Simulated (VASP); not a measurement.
# Driving VASP from ASE on As2Ru (Anduoite), part 2 of 3

Do ASE scripts that read As2Ru (Anduoite) from different structure formats give one answer, and do several routes find one equilibrium volume? All runs use LDA. Left out of this account: 1 further run (self-consistent run: a reference on another mesh). The start is a cell from a database of measured crystal structures.

VASP 6.6.1; LDA; plane waves and PAW (As, Ru_pv).

So far. Step 2 (Total energy, forces and stress (LDA, through ASE)): The pressure is -3.55 GPa and the largest force 0.228 eV/Å, so the cell is not at a minimum at these settings. Step 3 (Self-consistent run (LDA, through ASE)): The energy lies +0.35 meV an atom from the first script, on another mesh.

**4. Full relaxation (LDA, through ASE)**

The start need not lie at this functional's minimum. ISIF = 3 frees volume, shape and positions, and EDIFFG sets the threshold on forces and stress at which the search stops.

The input, run.py:

```python
import numpy as np
from ase.calculators.vasp import Vasp
from ase.io import read

atoms = read('As2Ru.cif')

calc = Vasp(
    xc='lda',
    pp='LDA',
    prec='Accurate',
    encut=400,
    ediff=1e-06,
    nelm=100,
    ismear=-1,
    sigma=0.05,
    lreal=False,
    algo='Normal',
    nbands=30,
    lasph=True,
    lorbit=11,
    lwave=False,
    lcharg=False,
    kpar=4,
    ibrion=2,
    nsw=60,
    isif=3,
    ediffg=-0.01,
    pp_version='64',
    setups={'As': '', 'Ru': '_pv'},
    kpts=(5, 4, 8),
    gamma=True,
    txt='vasp.out',
)
atoms.calc = calc

print("energy (eV):", round(atoms.get_potential_energy(), 6))
print("Fermi level (eV):", round(calc.get_fermi_level(), 4))
print("forces (eV/A):")
print(np.round(atoms.get_forces(), 4))
print("stress (GPa, Voigt, tension positive):", np.round(atoms.get_stress() * 160.21766, 3))
print("cell (A, degrees):", np.round(atoms.cell.cellpar(), 4))
print("volume (A^3):", round(atoms.get_volume(), 4))
print("positions:")
print(np.round(atoms.get_scaled_positions(), 5))
```

The input, As2Ru.cif:

```cif
data_As2Ru
_cell_length_a 5.42790000
_cell_length_b 6.18340000
_cell_length_c 2.96850000
_cell_angle_alpha 90.00000000
_cell_angle_beta 90.00000000
_cell_angle_gamma 90.00000000
_space_group_name_H-M_alt 'P1'
_space_group_name_Hall 'P 1'
_space_group_IT_number 1
loop_
_space_group_symop_operation_xyz
'x,y,z'
loop_
_atom_site_label
_atom_site_type_symbol
_atom_site_symmetry_multiplicity
_atom_site_Wyckoff_symbol
_atom_site_fract_x
_atom_site_fract_y
_atom_site_fract_z
_atom_site_occupancy
As1 As 1 a 0.1700000000 0.3666000000 0.0000000000 1
As2 As 1 a 0.8300000000 0.6334000000 0.0000000000 1
As3 As 1 a 0.6700000000 0.1334000000 0.5000000000 1
As4 As 1 a 0.3300000000 0.8666000000 0.5000000000 1
Ru1 Ru 1 a 0.0000000000 0.0000000000 0.0000000000 1
Ru2 Ru 1 a 0.5000000000 0.5000000000 0.5000000000 1
```

PAW data sets: As and Ru_pv (LDA family, release 64).

On the command line:

```sh
$ export ASE_VASP_COMMAND="mpirun -np 4 vasp_std"
$ python run.py
```

Log:

```text
energy (eV): -45.550324
Fermi level (eV): 8.2343
forces (eV/A):
[[-0.0027 -0.0039  0.    ]
 [ 0.0027  0.0039 -0.    ]
 [-0.0027  0.0039  0.    ]
 [ 0.0027 -0.0039  0.    ]
 [ 0.      0.      0.    ]
 [ 0.      0.      0.    ]]
stress (GPa, Voigt, tension positive): [ 0.075  0.021 -0.022 -0.    -0.     0.   ]
cell (A, degrees): [ 5.4003  6.1333  2.9501 90.     90.     90.    ]
volume (A^3): 97.712
positions:
[[0.17091 0.36489 0.     ]
 [0.82909 0.63511 0.     ]
 [0.67091 0.13511 0.5    ]
 [0.32909 0.86489 0.5    ]
 [0.      0.      0.     ]
 [0.5     0.5     0.5    ]]
```

Run time: 53 s. Hardware: 4 MPI ranks of AMD EPYC 9R45, shared host; peak memory 0.71 GiB.

The INCAR that ASE wrote:

```
ENCUT = 400.000000
SIGMA = 0.050000
EDIFF = 1.00e-06
EDIFFG = -1.00e-02
ALGO = Normal
PREC = Accurate
IBRION = 2
ISIF = 3
ISMEAR = -1
KPAR = 4
LORBIT = 11
NBANDS = 30
NELM = 100
NSW = 60
LASPH = .TRUE.
LCHARG = .FALSE.
LWAVE = .FALSE.
LREAL = .FALSE.
```

The KPOINTS that ASE wrote:

```
KPOINTS created by Atomic Simulation Environment
0
Gamma
5 4 8
0 0 0
```

VASP's own log, vasp.out:

```text
[... set-up lines as in an earlier step ...]
 entering main loop
       N       E                     dE             d eps       ncg     rms          rms(c)
[... 13 cycles as in an earlier step ...]
   1 F= -.45522650E+02 E0= -.45522509E+02  d E =-.455227E+02
 curvature:   0.00 expect dE= 0.000E+00 dE for cont linesearch  0.000E+00
 trial: gam= 0.00000 g(F)=  0.100E-01 g(S)=  0.121E+00 ort = 0.000E+00 (trialstep = 0.100E+01)
 search vector abs. value=  0.131E+00
 bond charge predicted
       N       E                     dE             d eps       ncg     rms          rms(c)
DAV:   1    -0.476374685646E+02   -0.21148E+01   -0.35581E+01  2850   0.523E+01    0.150E+01
DAV:   2    -0.463008058256E+02    0.13367E+01   -0.17004E+01  2872   0.330E+01    0.697E+00
DAV:   3    -0.455086118306E+02    0.79219E+00   -0.28368E+00  2866   0.142E+01    0.154E+00
DAV:   4    -0.454806900823E+02    0.27922E-01   -0.26232E-01  2868   0.268E+00    0.778E-01
DAV:   5    -0.454779910557E+02    0.26990E-02   -0.31639E-02  2994   0.139E+00    0.691E-01
DAV:   6    -0.454770949728E+02    0.89608E-03   -0.57568E-03  3168   0.536E-01    0.170E-01
DAV:   7    -0.454772163232E+02   -0.12135E-03   -0.61392E-04  3036   0.128E-01    0.539E-02
DAV:   8    -0.454772082788E+02    0.80444E-05   -0.71971E-05  3448   0.586E-02    0.121E-02
DAV:   9    -0.454772083407E+02   -0.61872E-07   -0.57690E-06  2734   0.139E-02
   2 F= -.45477208E+02 E0= -.45477078E+02  d E =0.454418E-01
[...]
3 F= -.45548128E+02 E0= -.45547994E+02  d E =-.254777E-01
[...]
4 F= -.45548129E+02 E0= -.45547995E+02  d E =-.254785E-01
[...]
5 F= -.45550308E+02 E0= -.45550182E+02  d E =-.217917E-02
[...]
6 F= -.45550336E+02 E0= -.45550211E+02  d E =-.220734E-02
[...]
7 F= -.45550403E+02 E0= -.45550282E+02  d E =-.671390E-04
 trial-energy change:   -0.000067  1 .order   -0.000069   -0.000357    0.000219
 step:   0.5585(harm=  0.5585)  dis= 0.00038  next Energy=   -45.550447 (dE=-0.111E-03)
 bond charge predicted
       N       E                     dE             d eps       ncg     rms          rms(c)
DAV:   1    -0.455506384135E+02   -0.23548E-03   -0.59575E-03  2724   0.507E-01    0.885E-02
DAV:   2    -0.455505065471E+02    0.13187E-03   -0.69572E-04  3062   0.216E-01    0.514E-02
DAV:   3    -0.455504589297E+02    0.47617E-04   -0.13101E-04  3042   0.917E-02    0.208E-02
DAV:   4    -0.455504459383E+02    0.12991E-04   -0.50807E-05  3186   0.434E-02    0.602E-03
DAV:   5    -0.455504461717E+02   -0.23340E-06   -0.43651E-06  2792   0.128E-02
   8 F= -.45550446E+02 E0= -.45550324E+02  d E =-.110197E-03
 curvature:  -0.29 expect dE=-0.705E-05 dE for cont linesearch -0.711E-08
 trial: gam= 0.06824 g(F)=  0.437E-05 g(S)=  0.196E-04 ort =-0.318E-05 (trialstep = 0.833E+00)
 search vector abs. value=  0.255E-04
 reached required accuracy - stopping structural energy minimisation
```

OUTCAR, selected parts (step 4):

```text
 Found     45 irreducible k-points:

   NELECT =      48.0000    total number of electrons

 E-fermi :   8.2343

 k-point     1 :       0.0000    0.0000    0.0000
  band No.  band energies     occupation
    ...
     20       6.2507      2.00000
     21       6.9063      2.00000
     22       7.4788      2.00000
     23       7.5896      1.99999
     24       7.7176      1.99993
     25      10.1729      0.00000
     26      10.7730      0.00000
     27      11.8146      0.00000
     28      11.9717      0.00000
     29      12.3707      0.00000
    ...

 k-point     2 :       0.2000    0.0000    0.0000
  band No.  band energies     occupation
    ...
     20       6.2636      2.00000
     21       7.1335      2.00000
     22       7.3978      2.00000
     23       7.5420      2.00000
     24       7.6744      1.99997
     25      10.5939      0.00000
     26      10.7443      0.00000
     27      11.8027      0.00000
     28      12.0459      0.00000
     29      12.2665      0.00000
    ...

  Total       -0.0456168     -0.0131085      0.0135565      0.0000000      0.0000000      0.0000000
  in kB       -0.7479759     -0.2149392      0.2222848      0.0000000      0.0000000      0.0000000
  external PRESSURE =      -0.2468768 kB  Pullay stress =       0.0000000 kB

  energy-cutoff  :      400.00
  volume of cell :       97.71
      direct lattice vectors                 reciprocal lattice vectors
     5.400290015 -0.000000000  0.000000000     0.185175240  0.000000000  0.000000000
    -0.000000000  6.133260207  0.000000000     0.000000000  0.163045422  0.000000000
     0.000000000  0.000000000  2.950117344     0.000000000  0.000000000  0.338969567

 POSITION                                       TOTAL-FORCE (eV/Angst)
 -----------------------------------------------------------------------------------
      0.92295      2.23797      0.00000        -0.002663     -0.003943      0.000000
      4.47734      3.89529      0.00000         0.002663      0.003943     -0.000000
      3.62310      0.82866      1.47506        -0.002663      0.003943      0.000000
      1.77719      5.30460      1.47506         0.002663     -0.003943      0.000000
      0.00000     -0.00000      0.00000         0.000000      0.000000      0.000000
      2.70015      3.06663      1.47506         0.000000      0.000000      0.000000
 -----------------------------------------------------------------------------------
    total drift:                                0.000000      0.000000      0.000000

  FREE ENERGIE OF THE ION-ELECTRON SYSTEM (eV)
  ---------------------------------------------------
  free  energy   TOTEN  =       -45.5504461717 eV

  energy  without entropy=      -45.5502018882  energy(sigma->0) =      -45.55032403

 reached required accuracy - stopping structural energy minimisation

 total charge
# of ion       s       p       d       tot
------------------------------------------
    1        1.244   1.479   0.089   2.812
    2        1.244   1.479   0.089   2.812
    3        1.244   1.479   0.089   2.812
    4        1.244   1.479   0.089   2.812
    5        0.345   6.323   6.172  12.840
    6        0.345   6.323   6.172  12.840
--------------------------------------------------
tot          5.665  18.562  12.702  36.929

[... 8 parts as in an earlier step ...]

[... 5 further parts left out ...]
```

CONTCAR:

```
As Ru
   1.00000000000000
     5.4002900151388618   -0.0000000000000000    0.0000000000000000
    -0.0000000000000000    6.1332602068555220    0.0000000000000000
     0.0000000000000000    0.0000000000000000    2.9501173436330399
  As              Ru
     4     2
Direct
     0.1709077283264568    0.3648907613261745    0.0000000000000000
     0.8290922716735433    0.6351092386738254    0.0000000000000000
     0.6709077283264567    0.1351092386738254    0.5000000000000000
     0.3290922716735432    0.8648907613261746    0.5000000000000000
     0.0000000000000000    0.0000000000000000    0.0000000000000000
     0.5000000000000000    0.5000000000000000    0.5000000000000000
```

The run keeps the 8 symmetry operations of its start, so it cannot find a distortion of lower symmetry.

Relaxation path:

| step | energy less that of the first step (eV) | largest force (eV/Å) | pressure (GPa) | volume (Å³) |
| --- | --- | --- | --- | --- |
| 1 | 0.0000 | 0.2281 | -3.55 | 99.63 |
| 2 | 0.0454 | 0.1168 | 7.08 | 94.42 |
| 3 | -0.0255 | 0.1396 | 0.13 | 97.63 |
| 4 | -0.0255 | 0.1379 | 0.23 | 97.59 |
| 5 | -0.0277 | 0.0231 | 0.09 | 97.66 |
| 6 | -0.0277 | 0.0114 | 0.05 | 97.67 |
| 7 | -0.0278 | 0.0116 | -0.05 | 97.74 |
| 8 | -0.0278 | 0.0048 | -0.02 | 97.71 |

| conventional cell, symmetrised | before | after | change |
| --- | --- | --- | --- |
| a (Å) | 5.428 | 5.400 | -0.5 % |
| b (Å) | 6.183 | 6.133 | -0.8 % |
| c (Å) | 2.969 | 2.950 | -0.6 % |
| volume (Å³/atom) | 16.61 | 16.29 | -1.9 % |

The atoms that moved most (Å, as changes of fractional coordinates times the final cell):

| atom | dx | dy | dz | length |
| --- | --- | --- | --- | --- |
| As2 | -0.005 | 0.010 | 0.000 | 0.012 |
| As4 | -0.005 | -0.010 | 0.000 | 0.012 |
| As1 | 0.005 | -0.010 | 0.000 | 0.012 |
| As3 | 0.005 | 0.010 | 0.000 | 0.012 |

The relaxed structure:

```
As Ru
1.0
     5.40029    0.00000    0.00000
     0.00000    6.13326    0.00000
     0.00000    0.00000    2.95012
As Ru
4 2
Direct
  0.17091 0.36489 0.00000
  0.82909 0.63511 0.00000
  0.67091 0.13511 0.50000
  0.32909 0.86489 0.50000
  0.00000 0.00000 0.00000
  0.50000 0.50000 0.50000
```

Numbers from this step:

| Quantity | Value |
| --- | --- |
| free energy (TOTEN) | -45.55 eV |
| energy at zero smearing | -45.55 eV |
| Fermi energy | 8.234 eV |
| pressure | -0.02469 GPa |
| valence top at k | 0, 0.5, 0.5 |
| SCF cycles over all ionic steps | 58 |
| gap on the k-mesh | 0.4798 eV |
| least direct gap on the k-mesh | 0.7976 eV |

It ends with a largest force of 0.005 eV/Å and a pressure of -0.02 GPa.

**5. Equation of state by an ASE loop (LDA)**

An ASE loop scales the volume and fits the energies, which gives the bulk modulus from energies alone.

The input, run.py:

```python
import numpy as np
from ase.calculators.vasp import Vasp
from ase.io import read
from ase.eos import EquationOfState
from ase.units import GPa

atoms = read('As2Ru.cif')

calc = Vasp(
    xc='lda',
    pp='LDA',
    prec='Accurate',
    encut=400,
    ediff=1e-06,
    nelm=100,
    ismear=-1,
    sigma=0.05,
    lreal=False,
    algo='Normal',
    nbands=30,
    lasph=True,
    lorbit=11,
    lwave=False,
    lcharg=False,
    kpar=4,
    isif=2,
    pp_version='64',
    setups={'As': '', 'Ru': '_pv'},
    kpts=(5, 4, 8),
    gamma=True,
    txt='vasp.out',
)
atoms.calc = calc

cell, volumes, energies = atoms.get_cell(), [], []
for x in [0.94, 0.96, 0.98, 1.0, 1.02, 1.04, 1.06]:
    atoms.set_cell(cell * x ** (1 / 3), scale_atoms=True)
    volumes.append(atoms.get_volume())
    energies.append(atoms.get_potential_energy())
    print(f"{x:.2f}  V = {volumes[-1]:.4f} A^3  E = {energies[-1]:.6f} eV")
v0, e0, b0 = EquationOfState(volumes, energies, eos="birchmurnaghan").fit()
print(f"V0 = {v0:.4f} A^3  E0 = {e0:.6f} eV  B0 = {b0 / GPa:.2f} GPa")
```

As2Ru.cif is that of step 4.

Log:

```text
0.94  V = 93.6535 A^3  E = -45.431292 eV
0.96  V = 95.6461 A^3  E = -45.512729 eV
0.98  V = 97.6388 A^3  E = -45.541160 eV
1.00  V = 99.6314 A^3  E = -45.522509 eV
1.02  V = 101.6240 A^3  E = -45.462009 eV
1.04  V = 103.6167 A^3  E = -45.364343 eV
1.06  V = 105.6093 A^3  E = -45.233493 eV
V0 = 97.8083 A^3  E0 = -45.541328 eV  B0 = 183.75 GPa
```

The job ended after 90 s (4 MPI ranks; peak memory 0.72 GiB; 5.4 min of CPU time).

The INCAR that ASE wrote:

```
ENCUT = 400.000000
SIGMA = 0.050000
EDIFF = 1.00e-06
ALGO = Normal
PREC = Accurate
ISIF = 2
ISMEAR = -1
KPAR = 4
LORBIT = 11
NBANDS = 30
NELM = 100
LASPH = .TRUE.
LCHARG = .FALSE.
LWAVE = .FALSE.
LREAL = .FALSE.
```

The KPOINTS that ASE wrote:

```
KPOINTS created by Atomic Simulation Environment
0
Gamma
5 4 8
0 0 0
```

vasp.out (the last of its runs):

```text
[banner, memory and clock lines left out]
running    4 mpi-ranks, on    1 nodes
 distrk:  each k-point on    1 cores,    4 groups
 distr:  one band on    1 cores,    1 groups

 POSCAR found type information on POSCAR AsRu
 POSCAR found :  2 types and       6 ions
 LDA part: xc-table for (Slater(with rela. corr.)+CA(PZ))
 , standard interpolation
 POSCAR, INCAR and KPOINTS ok, starting setup
 FFT: planning ... GRIDC
 FFT: planning ... GRID_SOFT
 FFT: planning ... GRID
 WAVECAR not read
 WARNING: random wavefunctions but no delay for mixing, default for NELMDL
 entering main loop
       N       E                     dE             d eps       ncg     rms          rms(c)
DAV:   1     0.306899149062E+03    0.30690E+03   -0.22147E+04  3124   0.122E+03
DAV:   2    -0.289240048591E+02   -0.33582E+03   -0.32158E+03  3076   0.330E+02
DAV:   3    -0.460541734326E+02   -0.17130E+02   -0.16603E+02  3354   0.661E+01
DAV:   4    -0.464048513086E+02   -0.35068E+00   -0.34928E+00  3100   0.901E+00
DAV:   5    -0.464144785110E+02   -0.96272E-02   -0.96235E-02  3690   0.142E+00    0.161E+01
DAV:   6    -0.457665880288E+02    0.64789E+00   -0.62903E+00  3208   0.186E+01    0.534E+00
DAV:   7    -0.453839758798E+02    0.38261E+00   -0.25167E+00  3150   0.121E+01    0.511E+00
DAV:   8    -0.452356724408E+02    0.14830E+00   -0.47445E-01  2948   0.513E+00    0.651E-01
DAV:   9    -0.452345127597E+02    0.11597E-02   -0.35471E-02  3496   0.967E-01    0.300E-01
DAV:  10    -0.452337430358E+02    0.76972E-03   -0.59765E-03  3146   0.590E-01    0.104E-01
DAV:  11    -0.452336674334E+02    0.75602E-04   -0.57616E-04  3196   0.185E-01    0.299E-02
DAV:  12    -0.452336626959E+02    0.47375E-05   -0.46161E-05  3204   0.480E-02    0.585E-03
DAV:  13    -0.452336627068E+02   -0.10875E-07   -0.34030E-06  2814   0.112E-02
   1 F= -.45233663E+02 E0= -.45233493E+02  d E =-.338635E-03
```

OUTCAR, selected parts (step 5):

```text
   ENCUT  =  400.0 eV  29.40 Ry    5.42 a.u.   9.03 10.28  4.94*2*pi/ulx,y,z

   NELECT =      48.0000    total number of electrons

 E-fermi :   7.2284

 k-point     1 :       0.0000    0.0000    0.0000
  band No.  band energies     occupation
    ...
     20       5.4220      2.00000
     21       6.0689      2.00000
     22       6.5227      2.00000
     23       6.6848      1.99996
     24       6.7996      1.99962
     25       9.0012      0.00000
     26       9.4403      0.00000
     27      10.5871      0.00000
     28      10.6121      0.00000
     29      11.0769      0.00000
    ...

  Total       -8.4180776     -8.6089998     -6.7380731     -0.0000000      0.0000000      0.0000000
  in kB     -127.7089725   -130.6054140   -102.2219595     -0.0000000      0.0000000      0.0000000
  external PRESSURE =    -120.1787820 kB  Pullay stress =       0.0000000 kB

 POSITION                                       TOTAL-FORCE (eV/Angst)
 -----------------------------------------------------------------------------------
      0.94084      2.31129      0.00000         0.286032     -0.138227     -0.000000
      4.59352      3.99338      0.00000        -0.286032      0.138227      0.000000
      3.70802      0.84104      1.51336         0.286032      0.138227     -0.000000
      1.82634      5.46363      1.51336        -0.286032     -0.138227      0.000000
      0.00000      0.00000      0.00000         0.000000      0.000000      0.000000
      2.76718      3.15234      1.51336         0.000000      0.000000      0.000000
 -----------------------------------------------------------------------------------
    total drift:                               -0.000000      0.000000      0.000000

  FREE ENERGIE OF THE ION-ELECTRON SYSTEM (eV)
  ---------------------------------------------------
  free  energy   TOTEN  =       -45.2336627068 eV

  energy  without entropy=      -45.2333240723  energy(sigma->0) =      -45.23349339

[... 4 parts as in an earlier step ...]

[... 12 further parts left out ...]
```

Numbers from this step:

```
bulk modulus                  : 183.8 GPa
equilibrium volume of the fit : 16.30 Å³/atom
```

The fitted volume lies +0.10 % from the relaxed one.

[end of part 2 of 3]

[Lines on the potential files, build, host, timing and source positions are cut from VASP's logs without a mark.]

[Logs are printed without paths, hosts, clocks, repeated set-up lines and the standing remarks that a program may print on its own settings, such as how far it seeks lower states.]

[Hosts, paths, dates, database ids (printed as entryN), source tags and the programs' standing remarks are cut or masked in the printed files.]

[A measured line is paired with the nearest computed mode of its activity, which favours agreement.]
